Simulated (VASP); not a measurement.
Computed with PBE GGA, VASP's PBE PAW potentials (set 64) (plane waves; VASP).

VASP ran on this input.

### KPOINTS
```
Automatic mesh
0
Gamma
1 1 1
0 0 0
```

File POSCAR:
```
Al35N35O
1
    4.6932676572    -8.1289780179     0.0000000000
    4.6932676572     8.1289780179     0.0000000000
    0.0000000000     0.0000000000    10.0192026156
Al N O
35 35 1
Direct
  0.2233250000   0.1180130000   0.2537070000
  0.1111110000   0.2222220000   0.0000000000
  0.2237040000   0.1152220000   0.7512020000
  0.1116240000   0.2201250000   0.5047580000
  0.2222220000   0.4444440000   0.2500000000
  0.1111110000   0.5555560000   0.0000000000
  0.2222220000   0.4444440000   0.7500000000
  0.1111110000   0.5555560000   0.5000000000
  0.2222220000   0.7777780000   0.2500000000
  0.1111110000   0.8888890000   0.0000000000
  0.2222220000   0.7777780000   0.7500000000
  0.1111110000   0.8888890000   0.5000000000
  0.5540720000   0.1084440000   0.2532410000
  0.4444440000   0.2222220000   0.0000000000
  0.5548210000   0.1117090000   0.7532020000
  0.5564810000   0.4491650000   0.2479780000
  0.4444440000   0.5555560000   0.0000000000
  0.5605410000   0.4461640000   0.7515750000
  0.4481260000   0.5621030000   0.4959400000
  0.5555560000   0.7777780000   0.2500000000
  0.4444440000   0.8888890000   0.0000000000
  0.5555560000   0.7777780000   0.7500000000
  0.4444440000   0.8888890000   0.5000000000
  0.8888890000   0.1111110000   0.2500000000
  0.7777780000   0.2222220000   0.0000000000
  0.8888890000   0.1111110000   0.7500000000
  0.7766330000   0.2240490000   0.5043290000
  0.8888890000   0.4444440000   0.2500000000
  0.7777780000   0.5555560000   0.0000000000
  0.8888890000   0.4444440000   0.7500000000
  0.7779360000   0.5582310000   0.5036490000
  0.8888890000   0.7777780000   0.2500000000
  0.7777780000   0.8888890000   0.0000000000
  0.8888890000   0.7777780000   0.7500000000
  0.7777780000   0.8888890000   0.5000000000
  0.2220810000   0.1097610000   0.4412280000
  0.1111110000   0.2222220000   0.1910000000
  0.2222220000   0.1111110000   0.9410000000
  0.1111110000   0.2222220000   0.6910000000
  0.2222220000   0.4444440000   0.4410000000
  0.1111110000   0.5555560000   0.1910000000
  0.2222220000   0.4444440000   0.9410000000
  0.1111110000   0.5555560000   0.6910000000
  0.2222220000   0.7777780000   0.4410000000
  0.1111110000   0.8888890000   0.1910000000
  0.2222220000   0.7777780000   0.9410000000
  0.1111110000   0.8888890000   0.6910000000
  0.5577280000   0.1160140000   0.4446770000
  0.4425120000   0.2177970000   0.1907570000
  0.5555560000   0.1111110000   0.9410000000
  0.4402600000   0.2195200000   0.6916250000
  0.4444440000   0.5555560000   0.1910000000
  0.5555560000   0.4444440000   0.9410000000
  0.4444440000   0.5555560000   0.6910000000
  0.5555560000   0.7777780000   0.4410000000
  0.4444440000   0.8888890000   0.1910000000
  0.5555560000   0.7777780000   0.9410000000
  0.4444440000   0.8888890000   0.6910000000
  0.8888890000   0.1111110000   0.4410000000
  0.7777780000   0.2222220000   0.1910000000
  0.8888890000   0.1111110000   0.9410000000
  0.7777780000   0.2222220000   0.6910000000
  0.8888890000   0.4444440000   0.4410000000
  0.7777780000   0.5555560000   0.1910000000
  0.8888890000   0.4444440000   0.9410000000
  0.7777780000   0.5555560000   0.6910000000
  0.8888890000   0.7777780000   0.4410000000
  0.7777780000   0.8888890000   0.1910000000
  0.8888890000   0.7777780000   0.9410000000
  0.7777780000   0.8888890000   0.6910000000
  0.5586360000   0.4475500000   0.4459910000
```

INCAR:
```
ALGO  =  Fast
EDIFF  =  1E-5
EDIFFG  =  -0.03
ENCUT  =  400
GGA  =  PE
IBRION  =  2
ISIF  =  2
ISMEAR  =  0
ISYM  =  0
LASPH  =  T
LCHARG  =  F
LREAL  =  Auto
LWAVE  =  T
NELM  =  100
NELMIN  =  4
NSW  =  70
PREC  =  Normal
SIGMA  =  0.05
SYSTEM  =  Al35N35O
```

POTCAR, in this order: Al N O (PBE.64 set). Program: vasp_gam.

What will the output report for the number of irreducible k-points (NKPTS), largest plane-wave count, FFT grid (NGX, NGY, NGZ)?

```
Property                                      Result
--------------------------------------  ------------
number of irreducible k-points (NKPTS)             1
largest plane-wave count                        6983
FFT grid (NGX, NGY, NGZ)                48 × 48 × 50
```

The cell is a supercell with a defect, built from AlN (wurtzite): O_N-vac_Al. The run is not spin-polarised, so no state with unpaired spins was tried.
